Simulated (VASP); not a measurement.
# Be7Hg (Fm-3m) in VASP: further runs

The runs below take Be7Hg through single point, relaxation of cell and atoms, with PBE.

Program: VASP 6.6.1. These are calculated values, not measurements. Logs are shortened: lines on timing, memory, paths and dates and some standing lists are left out, and cuts for length are marked.

**1. The cell of the first run**

Symmetry: Fm-3m, No. 225, cubic system. The conventional cell has a = 6.853 Å, b = 6.853 Å, c = 6.853 Å, α = 90.00°, β = 90.00°, γ = 90.00°. Be (site symmetry m-3m) has 12 Be at 2.42 Å as nearest neighbours. Be (site symmetry mmm) is surrounded by 10 Be at 2.42 Å and 2 Hg at 2.42 Å. Hg (site symmetry m-3m) has 12 Be at 2.42 Å as nearest neighbours.

The cell was built by a generator and needn't be a form met in nature.

**2. Single point, PBE (species swapped into the CuPt7 type (Fm-3m, No. 225))**

INCAR reads:

```
PREC = Accurate ; ENCUT = 520
EDIFF = 1E-6 ; ISMEAR = 0
SIGMA = 0.1 ; LREAL = False
LASPH = True ; NELM = 100
ALGO = Fast ; ISIF = 2
LWAVE = False ; LCHARG = True
GGA = PE ; LELF = True
LVHAR = True ; NBANDS = 23
```

KPOINTS reads:

```
Automatic mesh
0
Gamma
  10 10 10
```

POSCAR reads:

```
Be7Hg
1.0
    0.0000000000      3.4265686333      3.4265686333
    3.4265686333      0.0000000000      3.4265686333
    3.4265686333      3.4265686333      0.0000000000
Be Hg
7 1
Direct
    0.5000000000      0.5000000000      0.5000000000
    0.5000000000      0.0000000000      0.0000000000
    0.5000000000      0.0000000000      0.5000000000
    0.0000000000      0.5000000000      0.5000000000
    0.0000000000      0.5000000000      0.0000000000
    0.5000000000      0.5000000000      0.0000000000
    0.0000000000      0.0000000000      0.5000000000
    0.0000000000      0.0000000000      0.0000000000
```

Potentials or basis: VASP PAW PBE potentials, release 64 (Be, Hg).

Launch:

```bash
$ cat potpaw_PBE.64/Be/POTCAR potpaw_PBE.64/Hg/POTCAR > POTCAR
$ mpirun -np 1 vasp_std > vasp.out
```

OUTCAR:

```text
PREC = Accurate
   ENCUT = 520
   EDIFF = 1E-6
   ISMEAR = 0
   LREAL = False
   LASPH = True
   NELM = 100
   ISIF = 2
   GGA = PE

 ion  position               nearest neighbor table
   1  0.500  0.500  0.500-
   2  0.500  0.000  0.000-   8 2.42   8 2.42
   3  0.500  0.000  0.500-   8 2.42   8 2.42
   4  0.000  0.500  0.500-   8 2.42   8 2.42
   5  0.000  0.500  0.000-   8 2.42   8 2.42
   6  0.500  0.500  0.000-   8 2.42   8 2.42
   7  0.000  0.000  0.500-   8 2.42   8 2.42
   8  0.000  0.000  0.000-   2 2.42   5 2.42   7 2.42   3 2.42   4 2.42   7 2.42   4 2.42   5 2.42
                             6 2.42   2 2.42   3 2.42   6 2.42

  LATTYP: Found a face centered cubic cell.
 ALAT       =     6.8531372666

  Lattice vectors:

 A1 = (   0.0000000000,   3.4265686333,   3.4265686333)
 A2 = (   3.4265686333,   0.0000000000,   3.4265686333)
 A3 = (   3.4265686333,   3.4265686333,   0.0000000000)

Analysis of symmetry for initial positions (statically):
=====================================================================
 Subroutine PRICEL returns:
 Original cell was already a primitive cell.

 Routine SETGRP: Setting up the symmetry group for a
 face centered cubic supercell.

 Subroutine GETGRP returns: Found 48 space group operations
 (whereof 48 operations were pure point group operations)
 out of a pool of 48 trial point group operations.

The static configuration has the point symmetry O_h .

Analysis of symmetry for dynamics (positions and initial velocities):
=====================================================================
 Subroutine PRICEL returns:
 Original cell was already a primitive cell.

 Routine SETGRP: Setting up the symmetry group for a
 face centered cubic supercell.

 Subroutine GETGRP returns: Found 48 space group operations
 (whereof 48 operations were pure point group operations)
 out of a pool of 48 trial point group operations.

The dynamic configuration has the point symmetry O_h .

 Subroutine INISYM returns: Found 48 space group operations
 (whereof 48 operations are pure point group operations),
 and found     1 'primitive' translations

----------------------------------------------------------------------------------------

                                     Primitive cell

  volume of cell :      80.4652

  direct lattice vectors                    reciprocal lattice vectors
     0.000000000  3.426568633  3.426568633    -0.145918571  0.145918571  0.145918571
     3.426568633  0.000000000  3.426568633     0.145918571 -0.145918571  0.145918571
     3.426568633  3.426568633  0.000000000     0.145918571  0.145918571 -0.145918571

  length of vectors
     4.845899834  4.845899834  4.845899834     0.252738380  0.252738380  0.252738380

  position of ions in fractional coordinates (direct lattice)
     0.500000000  0.500000000  0.500000000
     0.500000000  0.000000000  0.000000000
     0.500000000  0.000000000  0.500000000
     0.000000000  0.500000000  0.500000000
     0.000000000  0.500000000  0.000000000
     0.500000000  0.500000000  0.000000000
     0.000000000  0.000000000  0.500000000
     0.000000000  0.000000000  0.000000000

  ion indices of the primitive-cell ions
   primitive index   ion index
                 1           1
                 2           2
                 3           3
                 4           4
                 5           5
                 6           6
                 7           7
                 8           8

----------------------------------------------------------------------------------------

 KPOINTS: Automatic mesh

Automatic generation of k-mesh.
 Grid dimensions read from file:
 generate k-points for:   10   10   10

 Generating k-lattice:

  Cartesian coordinates                     Fractional coordinates (reciprocal lattice)
    -0.014591857  0.014591857  0.014591857     0.100000000  0.000000000  0.000000000
     0.014591857 -0.014591857  0.014591857     0.000000000  0.100000000  0.000000000
     0.014591857  0.014591857 -0.014591857     0.000000000  0.000000000  0.100000000

  Length of vectors
     0.025273838  0.025273838  0.025273838

  Shift w.r.t. Gamma in fractional coordinates (k-lattice)
     0.000000000  0.000000000  0.000000000

 Subroutine IBZKPT returns following result:
 ===========================================

 Found     47 irreducible k-points:

 Following reciprocal coordinates:
            Coordinates               Weight
  0.000000  0.000000  0.000000      1.000000
  0.100000  0.000000  0.000000      8.000000
  0.200000  0.000000  0.000000      8.000000
  0.300000  0.000000  0.000000      8.000000
  0.400000  0.000000  0.000000      8.000000
  0.500000  0.000000  0.000000      4.000000
[... 16 lines left out ...]
  0.300000  0.300000  0.000000      6.000000
  0.400000  0.300000  0.000000     24.000000
 [... further k-points ...]
   k-points           NKPTS =     47   k-points in BZ     NKDIM =     47   number of bands    NBANDS=     23
   number of dos      NEDOS =    301   number of ions     NIONS =      8
   total plane-waves  NPLWV =  46656
   dimension x,y,z NGX =    36 NGY =   36 NGZ =   36
   dimension x,y,z NGXF=    72 NGYF=   72 NGZF=   72
   ions per type =               7   1
   NGX,Y,Z   is equivalent  to a cutoff of  12.35, 12.35, 12.35 a.u.
   NGXF,Y,Z  is equivalent  to a cutoff of  24.70, 24.70, 24.70 a.u.
 SYSTEM =  unknown system
   PREC   = accura    normal or accurate (medium, high low for compatibility)
   ISTART =      0    job   : 0-new  1-cont  2-samecut
   ICHARG =      2    charge: 1-file 2-atom 10-const
   ISPIN  =      1    spin polarized calculation?
   LNONCOLLINEAR =      F non collinear calculations
   LSORBIT =      F    spin-orbit coupling
   LASPH  =      T    aspherical Exc in radial PAW
   ENCUT  =  520.0 eV  38.22 Ry    6.18 a.u.   9.01  9.01  9.01*2*pi/ulx,y,z
   NELM   =    100;   NELMIN=  2; NELMDL= -5     # of ELM steps
   EDIFF  = 0.1E-05   stopping-criterion for ELM
   LREAL  =      F    real-space projection
   EDIFFG = 0.1E-04   stopping-criterion for IOM
   NSW    =      0    number of steps for IOM
   IBRION =     -1    ionic relax: 0-MD 1-quasi-New 2-CG
   NFREE  =      0    steps in history (QN), initial steepest desc. (CG)
   ISIF   =      2    stress and relaxation
   ISYM   =      2    0-nonsym 1-usesym 2-fastsym
   POTIM  = 0.5000    time-step for ionic-motion
   TEBEG  =    0.0;   TEEND  =   0.0 temperature during run
   PSTRESS=    0.0 pullay stress
   NELECT =      26.0000    total number of electrons
   NUPDOWN=      -1.0000    fix difference up-down
   EMIN   =  10.00;   EMAX   =-10.00  energy-range for DOS
   EFERMI =   0.00;   METHOD = LEGACY
   ISMEAR =     0;   SIGMA  =   0.10  broadening in eV -4-tet -1-fermi 0-gaus
   EFERMI_NEDOS =   21; number of points for ismear=-14 and -15
   IALGO  =     68    algorithm
   IMIX   =      4    mixing-type and parameters
     AMIX     =   0.40;   BMIX     =  1.00
     AMIX_MAG =   1.60;   BMIX_MAG =  1.00
  volume/ion in A,a.u.               =      10.06        67.88
  Fermi-wavevector in a.u.,A,eV,Ry     =   1.123388  2.122896 17.170566  1.262001
  Thomas-Fermi vector in A             =   2.260054
   LORBIT       =      0    0 simple, 1 ext, 2 COOP (PROOUT), +10 PAW based schemes
   GGA     = PE    functional components
   LHFCALC =     F    Hartree Fock is set to
   AEXX    =    0.0000 exact exchange contribution
   IVDW    =     0    specifies the selected vdW correction
   LEPSILON=     F    determine dielectric tensor
   LRPA    =     F    only Hartree local field effects (RPA)
 non-spin polarized calculation
 RMM-DIIS sequential band-by-band and
 Gauss-broadening in eV      SIGMA  =   0.10
  energy-cutoff  :      520.00
  volume of cell :       80.47
 maximum number of plane-waves:      2200
   NGX = 17   NGY = 17   NGZ = 17

 number of electron      26.0000002 magnetization

 Free energy of the ion-electron system (eV)
  ---------------------------------------------------
  ext. energy  EPLUGINS =         0.00000000
  ---------------------------------------------------
  free energy    TOTEN  =       -23.53627388 eV

  energy without entropy =      -23.52989660  energy(sigma->0) =      -23.53308524

 E-fermi :   6.4356     XC(G=0): -10.7228

 val. band max:        6.4311111065   @ k =   0.3000   0.2000   0.1000
 cond. band min:       6.4710574893   @ k =  -0.4000   0.4000   0.0000
 fundamental gap:      0.0399463828
 Fermi energy:         6.4355962405

 k-point     1 :       0.0000    0.0000    0.0000
  band No.  band energies     occupation
      1      -5.1866      2.00000
      2      -3.2930      2.00000
      3      -3.2930      2.00000
      4      -3.2930      2.00000
      5      -3.0049      2.00000
      6      -3.0049      2.00000
[... 15 lines left out ...]
     22      13.5321      0.00000
     23      13.5321      0.00000

 k-point     2 :       0.1000    0.0000    0.0000
  band No.  band energies     occupation
      1      -5.1084      2.00000
      2      -3.3211      2.00000
      3      -3.2932      2.00000
      4      -3.2932      2.00000
      5      -3.0207      2.00000
      6      -3.0207      2.00000
[... 15 lines left out ...]
     22      13.3355      0.00000
     23      13.6135      0.00000

 k-point     3 :       0.2000    0.0000    0.0000
  band No.  band energies     occupation
      1      -4.8788      2.00000
      2      -3.3871      2.00000
      3      -3.2943      2.00000
      4      -3.2943      2.00000
      5      -3.0603      2.00000
      6      -3.0603      2.00000
[... 15 lines left out ...]
     22      12.8270      0.00000
     23      13.5169      0.00000

 k-point     4 :       0.3000    0.0000    0.0000
  band No.  band energies     occupation
      1      -4.5234      2.00000
      2      -3.4395      2.00000
      3      -3.2979      2.00000
      4      -3.2979      2.00000
      5      -3.1051      2.00000
      6      -3.1051      2.00000
[... 15 lines left out ...]
     22      12.7657      0.00000
     23      12.7657      0.00000

 k-point     5 :       0.4000    0.0000    0.0000
  band No.  band energies     occupation
      1      -4.1491      2.00000
      2      -3.3712      2.00000
      3      -3.3035      2.00000
      4      -3.3035      2.00000
      5      -3.1371      2.00000
      6      -3.1371      2.00000
[... 15 lines left out ...]
     22      13.5094      0.00000
     23      13.8857      0.00000

 k-point     6 :       0.5000    0.0000    0.0000
  band No.  band energies     occupation
      1      -4.0003      2.00000
      2      -3.3066      2.00000
      3      -3.3066      2.00000
      4      -3.1671      2.00000
      5      -3.1480      2.00000
      6      -3.1480      2.00000
[... 15 lines left out ...]
     22      14.1799      0.00000
     23      14.4456      0.00000

 k-point     7 :       0.1000    0.1000    0.0000
  band No.  band energies     occupation
      1      -5.0823      2.00000
      2      -3.3265      2.00000
      3      -3.2952      2.00000
      4      -3.2952      2.00000
      5      -3.0438      2.00000
      6      -3.0085      2.00000
[... 353 lines left out ...]
     22      13.8979      0.00000
     23      14.2511      0.00000

 k-point    21 :      -0.3000    0.2000    0.0000
  band No.  band energies     occupation
      1      -4.0232      2.00000
      2      -3.4841      2.00000
      3      -3.3156      2.00000
      4      -3.2896      2.00000
      5      -3.1617      2.00000
      6      -3.1610      2.00000
[... 15 lines left out ...]
     22      13.3000      0.00000
     23      14.5348      0.00000

 k-point    22 :      -0.2000    0.2000    0.0000
  band No.  band energies     occupation
      1      -4.3971      2.00000
      2      -3.4728      2.00000
      3      -3.3137      2.00000
      4      -3.2880      2.00000
      5      -3.1447      2.00000
      6      -3.1086      2.00000
[... 15 lines left out ...]
     22      13.0764      0.00000
     23      13.1887      0.00000

 k-point    23 :       0.3000    0.3000    0.0000
  band No.  band energies     occupation
      1      -4.2948      2.00000
      2      -3.5114      2.00000
      3      -3.2990      2.00000
      4      -3.2990      2.00000
      5      -3.2429      2.00000
      6      -3.0294      2.00000
[... 15 lines left out ...]
     22      13.2586      0.00000
     23      14.2422      0.00000

 k-point    24 :       0.4000    0.3000    0.0000
  band No.  band energies     occupation
      1      -3.9895      2.00000
      2      -3.5514      2.00000
      3      -3.3305      2.00000
      4      -3.2975      2.00000
      5      -3.2144      2.00000
      6      -3.0478      2.00000
[... 15 lines left out ...]
     22      13.3580      0.00000
     23      14.4679      0.00000

 [... further k-points ...]

------------------------ aborting loop because EDIFF is reached ----------------------------------------

  FORCE on cell =-STRESS in cart. coord.  units (eV):
  Direction    XX          YY          ZZ          XY          YZ          ZX
  --------------------------------------------------------------------------------------
  -------------------------------------------------------------------------------------
  Total        0.1831390      0.1831390      0.1831390     -0.0000000      0.0000000      0.0000000
  in kB        3.6465573      3.6465573      3.6465573     -0.0000000      0.0000000      0.0000000
  external PRESSURE =       3.6465573 kB  Pullay stress =       0.0000000 kB

 VOLUME and BASIS-vectors are now :
 -----------------------------------------------------------------------------
  energy-cutoff  :      520.00
  volume of cell :       80.47
      direct lattice vectors                 reciprocal lattice vectors
     0.000000000  3.426568633  3.426568633    -0.145918571  0.145918571  0.145918571
     3.426568633  0.000000000  3.426568633     0.145918571 -0.145918571  0.145918571
     3.426568633  3.426568633  0.000000000     0.145918571  0.145918571 -0.145918571

 POSITION                                       TOTAL-FORCE (eV/Angst)
 -----------------------------------------------------------------------------------
      3.42657      3.42657      3.42657         0.000000     -0.000000     -0.000000
      0.00000      1.71328      1.71328         0.000000     -0.000000      0.000000
      1.71328      3.42657      1.71328        -0.000000      0.000000     -0.000000
      3.42657      1.71328      1.71328        -0.000000      0.000000      0.000000
      1.71328      0.00000      1.71328        -0.000000      0.000000      0.000000
      1.71328      1.71328      3.42657        -0.000000      0.000000      0.000000
      1.71328      1.71328      0.00000        -0.000000      0.000000      0.000000
      0.00000      0.00000      0.00000        -0.000000      0.000000      0.000000
 -----------------------------------------------------------------------------------
    total drift:                               -0.000000      0.000000      0.000000

  FREE ENERGIE OF THE ION-ELECTRON SYSTEM (eV)
  ---------------------------------------------------
  free  energy   TOTEN  =       -23.5362738776 eV

  energy  without entropy=      -23.5298966026  energy(sigma->0) =      -23.53308524
```

Run time: 58 s. Hardware: 1 thread of Intel Xeon Platinum 8488C (Sapphire Rapids), shared host; peak memory 0.24 GiB.

Results:

| Quantity | Value |
| --- | --- |
| Free energy | -23.5363 eV |
| Pressure | 0.4 GPa |
| Band gap on the k mesh | none (metal or under the smearing width) |

**3. Relaxation of cell and atoms, PBE (species swapped into the CuPt7 type (Fm-3m, No. 225))**

INCAR reads:

```
ALGO = Normal ; EDIFF = 1E-6
EDIFFG = -0.01 ; ENCUT = 600
GGA = PE ; IBRION = 2
ISIF = 3 ; ISMEAR = 0
LASPH = True ; LCHARG = False
LREAL = False ; LWAVE = False
NELM = 100 ; NSW = 100
PREC = Accurate ; SIGMA = 0.1
```

KPOINTS reads:

```
k-points
0
Gamma
  10 10 10
```

Edit POSCAR of step 2 so:

```diff
@@ -2,5 +2,5 @@
 1.0
-    0.0000000000      3.4265686333      3.4265686333
-    3.4265686333      0.0000000000      3.4265686333
-    3.4265686333      3.4265686333      0.0000000000
+    0.0000000000      3.4205631952      3.4205631952
+    3.4205631952      0.0000000000      3.4205631952
+    3.4205631952      3.4205631952      0.0000000000
 Be Hg
```

Potentials or basis: VASP PAW PBE potentials, release 64 (Be, Hg).

Launch:

```bash
$ cat potpaw_PBE.64/Be/POTCAR potpaw_PBE.64/Hg/POTCAR > POTCAR
$ mpirun -np 1 vasp_std > vasp.out
```

It took 94 s on 1 thread of Intel Xeon Platinum 8488C (Sapphire Rapids), shared host; peak memory 0.28 GiB.

The run converged. Its results:

```yaml
Free_energy: -23.5368 eV
Relaxed_volume: 10.10 Å³/atom
Relaxed_cell: a = 4.852 Å, b = 4.852 Å, c = 4.852 Å, α = 60.00°, β = 60.00°, γ = 60.00°
Space_group_after_relaxing_to_0.05_Å: Fm-3m (No. 225)
Energy_gained_by_relaxing: 0.3 meV/atom
Ionic_steps: 2
Pressure_after_relaxing: -0.1 GPa
Band_gap_on_the_k_mesh: none (metal or under the smearing width)
```

The path:
```
step  energy change (eV)  largest force (eV/Å)  pressure (GPa)  volume (Å³)
   1              0.0000                0.0000            1.01        80.04
   2             -0.0022                0.0000           -0.06        80.77
```

Final structure:
```xyz
8
Lattice="0.0000 3.4309 3.4309 3.4309 0.0000 3.4309 3.4309 3.4309 0.0000" Properties=species:S:1:pos:R:3 pbc="T T T"
Be    3.4309    3.4309    3.4309
Be    3.4309    5.1464    1.7155
Be    5.1464    3.4309    5.1464
Be    3.4309    1.7155    1.7155
Be    1.7155    3.4309    5.1464
Be    1.7155    1.7155    3.4309
Be    5.1464    1.7155    3.4309
Hg    6.8619    6.8619    6.8619
```

Levels at points of the mesh, in eV from the Fermi level:
```csv
k point,band 11,band 12,band 13,band 14,band 15,band 16
"(0.00, 0.00, 0.00)",-2.25,-2.25,-2.25,-1.70,0.52,0.52
"(0.50, 0.00, 0.00)",-3.51,-2.95,-2.95,1.92,1.95,1.95
"(0.50, 0.50, 0.00)",-4.39,1.14,1.14,1.38,1.38,2.92
```

Spin-orbit coupling is left out, which matters for the levels of Hg.

(Continued in part 2 of 2.)
